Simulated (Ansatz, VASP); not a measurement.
## ZnSe (Stilleite): VASP beside Ansatz

Wanted: the spread between two codes on one cell, functional and k mesh. The cell is taken from a series of runs on this material, whose earlier steps may have relaxed, scaled, displaced or heated it; both programs get it as it stands.

Method: plane waves, with VASP 6.6.1 beside it; PBE0 form with 15 % exact exchange with an exact-exchange share of 0.15, in Ansatz 0.2.0.

## (1) The structure

It takes space group F-43m (No. 216, cubic). The conventional cell has a = 5.668 Å, b = 5.668 Å, c = 5.668 Å, α = 90.00°, β = 90.00°, γ = 90.00°. Zn has 4 Se at 2.45 Å nearest. Nearest to Se lie 4 Zn at 2.45 Å. Farther neighbours and most contacts between anions are not listed.

## (2) VASP: G0W0 gap, PBE0 form with 15 % exact exchange with an exact-exchange share of 0.15

Quasiparticle shifts depend on high empty states and on the cores, so they are the hardest test of two PAW sets.

Lines of VASP's logs that name or quote its potential files are left out, and so is its time.

The run reads the wave functions of an earlier VASP run, which isn't shown here.

INCAR

```
SYSTEM = ZnSe
PREC = Accurate
ENCUT = 430
ISMEAR = 0
SIGMA = 0.01
LREAL = .FALSE.
LHFCALC = .TRUE.
AEXX = 0.15
GGA = PE
LASPH = .TRUE.
NBANDS = 208
PRECFOCK = Fast
ALGO = EVGW0
NELMGW = 1
ENCUTGW = 150
NOMEGA = 64
NBANDSGW = 24
LWAVE = .FALSE.
LCHARG = .FALSE.
```

POSCAR

```
ZnSe
1.0
    0.0000000000      2.8338000000      2.8338000000
    2.8338000000      0.0000000000      2.8338000000
    2.8338000000      2.8338000000      0.0000000000
Zn Se
1 1
Direct
    0.0000000000      0.0000000000      0.0000000000
    0.2500000000      0.2500000000      0.2500000000
```

KPOINTS

```
Automatic mesh
0
Gamma
6 6 6
0 0 0
```

PAW data sets: Zn_sv_GW and Se_GW (PBE family, release 64).

Run with:

```
mpirun -np 8 vasp_std
```

Numbers of over 12 decimals in the logs are rounded to 6 here.

Log:

```text
[banner, memory and clock lines left out]
running    8 mpi-ranks, on    1 nodes
 distrk:  each k-point on    8 cores,    1 groups
 distr:  one band on    1 cores,    8 groups

 POSCAR found type information on POSCAR ZnSe
 POSCAR found :  2 types and       2 ions
|                                                                             |
|           W    W    AA    RRRRR   N    N  II  N    N   GGGG   !!!           |
|           W    W   A  A   R    R  NN   N  II  NN   N  G    G  !!!           |
|           W    W  A    A  R    R  N N  N  II  N N  N  G       !!!           |
|           W WW W  AAAAAA  RRRRR   N  N N  II  N  N N  G  GGG   !            |
|           WW  WW  A    A  R   R   N   NN  II  N   NN  G    G                |
|           W    W  A    A  R    R  N    N  II  N    N   GGGG   !!!           |
|                                                                             |
|     For optimal performance we recommend to set                             |
|       NCORE = 2 up to number-of-cores-per-socket                            |
|     NCORE specifies how many cores store one orbital (NPAR=cpu/NCORE).      |
|     This setting can greatly improve the performance of VASP for DFT.       |
|     The default, NCORE=1 might be grossly inefficient on modern             |
|     multi-core architectures or massively parallel machines. Do your        |
|     Unfortunately you need to use the default for GW and RPA                |
|     calculations (for HF NCORE is supported but not extensively tested      |
|     yet).                                                                   |
|                                                                             |

|                                                                             |
|           W    W    AA    RRRRR   N    N  II  N    N   GGGG   !!!           |
|           W    W   A  A   R    R  NN   N  II  NN   N  G    G  !!!           |
|           W    W  A    A  R    R  N N  N  II  N N  N  G       !!!           |
|           W WW W  AAAAAA  RRRRR   N  N N  II  N  N N  G  GGG   !            |
|           WW  WW  A    A  R   R   N   NN  II  N   NN  G    G                |
|           W    W  A    A  R    R  N    N  II  N    N   GGGG   !!!           |
|                                                                             |
|     The default for ENCUTGWSOFT is different in this version of VASP.       |
|     please manually set ENCUTGWSOFT =150 in the INCAR file.                 |
|                                                                             |

 LDA part: xc-table for (Slater+PW92), standard interpolation
 found WAVECAR, reading the header
 POSCAR, INCAR and KPOINTS ok, starting setup
 FFT: planning ... GRIDC
 FFT: planning ... GRID_SOFT
 FFT: planning ... GRID
 reading WAVECAR
 the WAVECAR file was read successfully
 initial charge from wavefunction
 available memory per node:     28.58 GB, setting MAXMEM to     29262

 The Fermi energy was updated, please check that it is located mid-gap
 values below the HOMO (VB) or above the LUMO (CB) will cause erroneous energies
 E-fermi :   3.1339

 calculate exact exchange contribution
 the WAVEDER file was read successfully
|                                                                             |
|           W    W    AA    RRRRR   N    N  II  N    N   GGGG   !!!           |
|           W    W   A  A   R    R  NN   N  II  NN   N  G    G  !!!           |
|           W    W  A    A  R    R  N N  N  II  N N  N  G       !!!           |
|           W WW W  AAAAAA  RRRRR   N  N N  II  N  N N  G  GGG   !            |
|           WW  WW  A    A  R   R   N   NN  II  N   NN  G    G                |
|           W    W  A    A  R    R  N    N  II  N    N   GGGG   !!!           |
|                                                                             |
|     Automatic setting of frequency mesh for GW failed. Frequency mesh       |
|     properly not suitable for determining QP energies. Consider             |
|     increasing number of kpoints.                                           |
|                                                                             |

energies w=
    0.000    0.000    1.392    0.000    2.781    0.000    4.164    0.000
    5.538    0.000    6.902    0.000    8.252    0.000    9.587    0.000
   10.906    0.000   12.208    0.000   13.493    0.000   14.760    0.000
   16.011    0.000   17.245    0.000   18.463    0.000   19.667    0.000
   20.858    0.000   22.039    0.000   23.209    0.000   24.372    0.000
   25.530    0.000   26.685    0.000   27.838    0.000   28.994    0.000
   30.154    0.000   31.320    0.000   32.497    0.000   33.686    0.000
   34.892    0.000   36.118    0.000   37.367    0.000   38.645    0.000
   39.954    0.000   41.301    0.000   42.691    0.000   44.129    0.000
   45.623    0.000   47.181    0.000   48.810    0.000   50.520    0.000
   52.324    0.000   54.233    0.000   56.263    0.000   58.430    0.000
   60.756    0.000   63.264    0.000   65.983    0.000   68.948    0.000
   72.200    0.000   75.791    0.000   79.784    0.000   84.257    0.000
   89.312    0.000   95.075    0.000  101.717    0.000  109.459    0.000
  118.606    0.000  129.584    0.000  143.000    0.000  159.767    0.000
  181.303    0.000  209.954    0.000  249.889    0.000  309.309    0.000
 responsefunction array rank=     200
 LDA part: xc-table for (Slater+PW92), standard interpolation

 min. memory requirement per mpi rank    371.8 MB, per node   2974.8 MB

 allocating   8 responsefunctions rank=   200
 shmem allocating  64 responsefunctions rank=   200
 response function shared by NCSHMEM nodes    1
 Doing            8  frequencies on each core in blocks of           64
NQ=   1    0.0000    0.0000    0.0000,
|.........|.........|.........|.........|.........|.........|.........|.........
 performed       1254000 updates of chi_q(r,r)
 total number of BLAS operations        328.88 Gflops
NQ=   2    0.1667    0.0000    0.0000,
|.........|.........|.........|.........|.........|.........|.........|.........
 performed       3187000 updates of chi_q(r,r)
 total number of BLAS operations        786.56 Gflops
NQ=   3    0.3333    0.0000    0.0000,
|.........|.........|.........|.........|.........|.........|.........|.........
 performed       5120000 updates of chi_q(r,r)
 total number of BLAS operations       1321.76 Gflops
NQ=   4    0.5000    0.0000    0.0000,
|.........|.........|.........|.........|.........|.........|.........|.........
 performed       6814000 updates of chi_q(r,r)
 total number of BLAS operations       1760.89 Gflops
NQ=   5    0.1667    0.1667    0.0000,
|.........|.........|.........|.........|.........|.........|.........|.........
 performed       8747000 updates of chi_q(r,r)
 total number of BLAS operations       2267.71 Gflops
NQ=   6    0.3333    0.1667    0.0000,
|.........|.........|.........|.........|.........|.........|.........|.........
 performed      11539000 updates of chi_q(r,r)
 total number of BLAS operations       3074.15 Gflops
NQ=   7    0.5000    0.1667    0.0000,
|.........|.........|.........|.........|.........|.........|.........|.........
 performed      14331000 updates of chi_q(r,r)
 total number of BLAS operations       3880.60 Gflops
NQ=   8   -0.3333    0.1667    0.0000,
|.........|.........|.........|.........|.........|.........|.........|.........
 performed      17123000 updates of chi_q(r,r)
 total number of BLAS operations       4687.04 Gflops
NQ=   9   -0.1667    0.1667    0.0000,
|.........|.........|.........|.........|.........|.........|.........|.........
 performed      19595000 updates of chi_q(r,r)
 total number of BLAS operations       5356.83 Gflops
NQ=  10    0.3333    0.3333    0.0000,
|.........|.........|.........|.........|.........|.........|.........|.........
 performed      21528000 updates of chi_q(r,r)
 total number of BLAS operations       5939.06 Gflops
NQ=  11    0.5000    0.3333    0.0000,
|.........|.........|.........|.........|.........|.........|.........|.........
 performed      24320000 updates of chi_q(r,r)
 total number of BLAS operations       6762.58 Gflops
NQ=  12   -0.3333    0.3333    0.0000,
|.........|.........|.........|.........|.........|.........|.........|.........
 performed      26792000 updates of chi_q(r,r)
 total number of BLAS operations       7447.00 Gflops
NQ=  13    0.5000    0.5000    0.0000,
|.........|.........|.........|.........|.........|.........|.........|.........
 performed      28346000 updates of chi_q(r,r)
 total number of BLAS operations       7895.91 Gflops
NQ=  14    0.5000    0.3333    0.1667,
|.........|.........|.........|.........|.........|.........|.........|.........
 performed      31437000 updates of chi_q(r,r)
 total number of BLAS operations       8779.48 Gflops
NQ=  15   -0.3333    0.3333    0.1667,
|.........|.........|.........|.........|.........|.........|.........|.........
 performed      34369000 updates of chi_q(r,r)
 total number of BLAS operations       9662.32 Gflops
NQ=  16   -0.3333    0.5000    0.1667,
|.........|.........|.........|.........|.........|.........|.........|.........
 performed      36851000 updates of chi_q(r,r)
 total number of BLAS operations      10425.38 Gflops
 resolving degeneracies of screened two electron integrals

 calculate QP shifts <psi_nk| G(iteration)W_0 |psi_nk>: iteration 1
 entering main loop
```

OUTCAR, selected parts (step 2):

```text
ion  position               nearest neighbor table
   1  0.000  0.000  0.000-   2 2.45   2 2.45   2 2.45   2 2.45
   2  0.250  0.250  0.250-   1 2.45   1 2.45   1 2.45   1 2.45

  LATTYP: Found a face centered cubic cell.
 ALAT       =     5.6676000000

 Subroutine GETGRP returns: Found 24 space group operations
 (whereof 24 operations were pure point group operations)

The static configuration has the point symmetry T_d .

 Found     16 irreducible k-points:

   k-points           NKPTS =     16   k-points in BZ     NKDIM =    216   number of bands    NBANDS=    208

   dimension x,y,z NGX =    28 NGY =   28 NGZ =   28
   dimension x,y,z NGXF=    56 NGYF=   56 NGZF=   56

   ENCUT  =  430.0 eV  31.60 Ry    5.62 a.u.   6.78  6.78  6.78*2*pi/ulx,y,z

   NELECT =      26.0000    total number of electrons

  energy-cutoff  :      430.00
  volume of cell :       45.51
      direct lattice vectors                 reciprocal lattice vectors
     0.000000000  2.833800000  2.833800000    -0.176441527  0.176441527  0.176441527
     2.833800000  0.000000000  2.833800000     0.176441527 -0.176441527  0.176441527
     2.833800000  2.833800000  0.000000000     0.176441527  0.176441527 -0.176441527

 k-points in reciprocal lattice and weights: Automatic mesh
   0.00000000  0.00000000  0.00000000       0.005
   0.16666667  0.00000000  0.00000000       0.037
   0.33333333  0.00000000  0.00000000       0.037
   0.50000000  0.00000000  0.00000000       0.019
   0.16666667  0.16666667  0.00000000       0.028
   0.33333333  0.16666667  0.00000000       0.111
   0.50000000  0.16666667  0.00000000       0.111
  -0.33333333  0.16666667  0.00000000       0.111
  -0.16666667  0.16666667  0.00000000       0.056
[...]
-0.33333333  0.33333333  0.16666667       0.111
  -0.33333333  0.50000000  0.16666667       0.056

 E-fermi :   3.1339

 QP shifts <psi_nk| G(iteration)W_0 |psi_nk>: iteration 1
 for sc-GW calculations column KS-energies equals QP-energies in previous step
 and V_xc(KS)=  KS-energies - (<T + V_ion + V_H > + <T+V_H+V_ion>^1  + <V_x>^1)
 k-point   1 :       0.0000    0.0000    0.0000
  band No.  KS-energies  QP-energies   sigma(KS)   V_xc(KS)     V^pw_x(r,r')   Z            occupation Imag(sigma)
    ...
     10      -5.2641      -6.1196     -34.4677     -33.3077     -42.7879       0.7375       2.0000       0.8320
     11       1.9789       1.4598     -15.8303     -15.1877     -17.4163       0.8080       2.0000       0.3170
     12       1.9789       1.4598     -15.8303     -15.1877     -17.4163       0.8080       2.0000       0.3170
     13       1.9789       1.4598     -15.8303     -15.1877     -17.4163       0.8080       2.0000       0.3170
     14       4.2889       4.5293     -10.1874     -10.4774      -6.7454       0.8288       0.0000      -0.3054
     15       8.8891       9.0778      -9.6201      -9.8494      -5.6487       0.8231       0.0000      -0.4359
     16       8.8891       9.0778      -9.6201      -9.8494      -5.6487       0.8231       0.0000      -0.4359
     17       8.8891       9.0778      -9.6201      -9.8494      -5.6487       0.8231       0.0000      -0.4359
    ...

 k-point   2 :       0.1667    0.0000    0.0000
  band No.  KS-energies  QP-energies   sigma(KS)   V_xc(KS)     V^pw_x(r,r')   Z            occupation Imag(sigma)
    ...
     10      -5.2659      -6.1200     -34.4566     -33.2970     -42.7772       0.7365       2.0000       0.8328
     11       0.0223      -0.5196     -15.1593     -14.4854     -17.0005       0.8041       2.0000       0.3949
     12       1.7165       1.1821     -15.5675     -14.9056     -17.1749       0.8073       2.0000       0.3273
     13       1.7165       1.1821     -15.5675     -14.9056     -17.1749       0.8073       2.0000       0.3273
     14       5.5621       5.7912     -10.4827     -10.7608      -6.9599       0.8239       0.0000      -0.3323
     15       8.9420       9.1099      -9.7405      -9.9447      -5.7806       0.8227       0.0000      -0.4495
     16       9.3095       9.5098      -9.7365      -9.9803      -5.6852       0.8219       0.0000      -0.4582
     17       9.3095       9.5098      -9.7365      -9.9803      -5.6852       0.8219       0.0000      -0.4582
    ...

 k-point   3 :       0.3333    0.0000    0.0000
  band No.  KS-energies  QP-energies   sigma(KS)   V_xc(KS)     V^pw_x(r,r')   Z            occupation Imag(sigma)
    ...
     10      -5.2593      -6.1128     -34.4922     -33.3350     -42.8246       0.7376       2.0000       0.8346
     11      -2.3192      -2.9786     -14.9592     -14.1293     -17.6065       0.7944       2.0000       0.5891
     12       1.2689       0.7079     -15.1525     -14.4558     -16.8119       0.8053       2.0000       0.3484
     13       1.2689       0.7079     -15.1525     -14.4558     -16.8119       0.8053       2.0000       0.3484
     14       5.7153       5.9490     -10.1385     -10.4213      -6.5160       0.8261       0.0000      -0.3450
     15       9.5690       9.7551      -9.6205      -9.8471      -5.6005       0.8216       0.0000      -0.4678
     16       9.5690       9.7551      -9.6205      -9.8471      -5.6005       0.8216       0.0000      -0.4678
     17      10.6958      10.8489      -9.4797      -9.6671      -5.1187       0.8172       0.0000      -0.5814
    ...

 k-point   4 :       0.5000    0.0000    0.0000
  band No.  KS-energies  QP-energies   sigma(KS)   V_xc(KS)     V^pw_x(r,r')   Z            occupation Imag(sigma)
    ...
     10      -5.0910      -5.9225     -34.1293     -33.0075     -42.3726       0.7412       2.0000       0.8477
     11      -3.4871      -4.1979     -12.6939     -11.7984     -15.2157       0.7938       2.0000       0.6980
     12       1.0729       0.5007     -14.9666     -14.2550     -16.6474       0.8041       2.0000       0.3579
     13       1.0729       0.5007     -14.9666     -14.2550     -16.6474       0.8041       2.0000       0.3579
     14       5.5699       5.7991     -10.1816     -10.4588      -6.6042       0.8267       0.0000      -0.3390
     15       9.4535       9.6240      -9.5138      -9.7209      -5.5730       0.8232       0.0000      -0.4581
     16       9.4535       9.6240      -9.5138      -9.7209      -5.5730       0.8232       0.0000      -0.4581
     17      11.6604      11.6687      -8.2161      -8.2262      -3.7862       0.8197       0.0000      -0.6415
    ...

[... 4 further parts left out ...]
```

(Continued in part 2 of 2.)

[Lines on the potential files, build, host, timing and source positions are cut from VASP's logs without a mark.]

[Logs are printed without paths, hosts, clocks, repeated set-up lines and the standing remarks that a program may print on its own settings, such as how far it seeks lower states.]

[Hosts, paths, dates, database ids (printed as entryN), source tags and the programs' standing remarks are cut or masked in the printed files.]
